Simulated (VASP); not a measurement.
Calculation: LDA (Ceperley-Alder, Perdew-Zunger), VASP's LDA PAW potentials (set 64) (plane waves; VASP).

Gaps are without spin-orbit coupling.

```yaml
volume_per_atom: 31.29 Å³/atom
band gap (over mesh and band path): 1.83 eV
smallest direct gap (over mesh and band path): 1.94 eV
hill_bulk_modulus: 50.5 GPa
hill_shear_modulus: 28.1 GPa
```

Question: Which relaxed crystal gives these values?
A. AlN, P6_3mc (186)
B. Ga2ZnS4, P-42m (111)
C. NaI, Fm-3m (225)
D. BaS, Fm-3m (225)

Answer: D, BaS, Fm-3m (225)
